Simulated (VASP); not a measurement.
A VASP calculation is set up with these files.

**KPOINTS**
```
K-points
0
Gamma
5 5 4
0 0 0
```

### INCAR
```
SYSTEM=SiO2
PREC=Accurate; ENCUT=520; LREAL=.FALSE.
LASPH=.TRUE.
EDIFF=1E-6; NELM=100; ALGO=Normal
ISMEAR=0; SIGMA=0.05
GGA=PS
IBRION=2; NSW=60; ISIF=3
EDIFFG=-0.02
LWAVE=.FALSE.; LCHARG=.FALSE.
```

File POSCAR:
```
SiO2
1
    4.9420048630     0.0000000000     0.0000000000
   -2.4710024315     4.2799018999    -0.0000000000
    0.0000000000     0.0000000000     5.4575300653
Si O
3 6
Direct
  0.0000000000   0.4689416824   0.3333330000
  0.5310583176   0.5310583176   0.0000000000
  0.4689416824   0.0000000000   0.6666670000
  0.1438699590   0.7314242532   0.5481666151
  0.2685757468   0.4124457058   0.2148336151
  0.5875542942   0.8561300410   0.8814996151
  0.7314242532   0.1438699590   0.4518333849
  0.4124457058   0.2685757468   0.7851663849
  0.8561300410   0.5875542942   0.1185003849
```

POTCAR, in this order: Si O (PBE.64 set). Program: vasp_std.

Question: Translate this PBEsol calculation to Ansatz.

Answer: One equivalent input (not run):
Ansatz 0.2 input:
```yaml
crystal:
  lattice:
    - [4.9420049, 0.0000000, 0.0000000]
    - [-2.4710024, 4.2799019, 0.0000000]
    - [0.0000000, 0.0000000, 5.4575301]
  atoms:
    - { symbol: Si, position: [0.0000000, 0.4689417, 0.3333330] }
    - { symbol: Si, position: [0.5310583, 0.5310583, 0.0000000] }
    - { symbol: Si, position: [0.4689417, 0.0000000, 0.6666670] }
    - { symbol: O, position: [0.1438700, 0.7314243, 0.5481666] }
    - { symbol: O, position: [0.2685757, 0.4124457, 0.2148336] }
    - { symbol: O, position: [0.5875543, 0.8561300, 0.8814996] }
    - { symbol: O, position: [0.7314243, 0.1438700, 0.4518334] }
    - { symbol: O, position: [0.4124457, 0.2685757, 0.7851664] }
    - { symbol: O, position: [0.8561300, 0.5875543, 0.1185004] }
kpoints:
  mp_grid: { grid: [5, 5, 4] }
hamiltonian:
  xc: pbesol
  pseudopotentials: { kind: paw }
scf:
  occupations: { method: gaussian, width: 0.05 }
  max_iter: 100
relax:
  max_steps: 60
  f_tol: 0.02
  cell: {}
output: { forces: true, stress: true, eigenvalues: true }
```
Limits of the translation: each code has its own PAW files, so the cut-off isn't converted (ENCUT is set for VASP's; basis.ecutwfc is left out, and Ansatz then takes the one that its files recommend); Ansatz stops its SCF on the density residual and VASP on the energy change (EDIFF).

The structure comes from a computed database's SiO2 entry (P3_221); how it stands against other phases isn't given here. This run relaxes it. Symmetry was kept, so distortions that lower it aren't found. The start is the result of an earlier pass.
